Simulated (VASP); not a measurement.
The input files of a VASP run:

**POSCAR**
```
SiGe
1.0
  3.1943920194   0.0000000000   0.0000000000
  0.0000000000   3.1943920194   0.0000000000
  0.0000000000   0.0000000000   3.1943920194
Si Ge
1 1
Direct
  0.0000000000   0.0000000000   0.0000000000
  0.5000000000   0.5000000000   0.5000000000
```

**INCAR**
```
SYSTEM = SiGe
PREC = Accurate
ENCUT = 500
EDIFF = 1E-6
NELM = 100
ALGO = Normal
LREAL = .FALSE.
LASPH = .TRUE.
ISMEAR = 1
SIGMA = 0.1
GGA = PS
LMAXMIX = 4
LWAVE = .FALSE.
LCHARG = .FALSE.
IBRION = 2
ISIF = 3
NSW = 40
EDIFFG = -0.02
```

File KPOINTS:
```
Regular mesh
0
gamma
 11 11 11
```

POTCAR, in this order: Si Ge_d (PBE.64 set). Program: vasp_std.

Question: Write an equivalent input for Ansatz.

Answer: One equivalent input (not run):
Ansatz 0.2 input:
```yaml
crystal:
  lattice:
    - [3.1943920, 0.0000000, 0.0000000]
    - [0.0000000, 3.1943920, 0.0000000]
    - [0.0000000, 0.0000000, 3.1943920]
  atoms:
    - { symbol: Si, position: [0.0000000, 0.0000000, 0.0000000] }
    - { symbol: Ge, position: [0.5000000, 0.5000000, 0.5000000] }
kpoints:
  mp_grid: { grid: [11, 11, 11] }
hamiltonian:
  xc: pbesol
  pseudopotentials: { kind: paw }
scf:
  occupations: { method: methfessel_paxton, width: 0.1 }
  max_iter: 100
relax:
  max_steps: 40
  f_tol: 0.02
  cell: {}
output: { forces: true, stress: true, eigenvalues: true }
```
The two are equivalent in intent, not identical: each code has its own PAW files, so the cut-off isn't converted (ENCUT is set for VASP's; basis.ecutwfc is left out, and Ansatz then takes the one that its files recommend); Ansatz stops its SCF on the density residual and VASP on the energy change (EDIFF).

The structure was generated: SiGe was put into the CsCl type type (Pm-3m), which need not be its known phase. This run relaxes it. Symmetry was kept, so distortions that lower it aren't found.
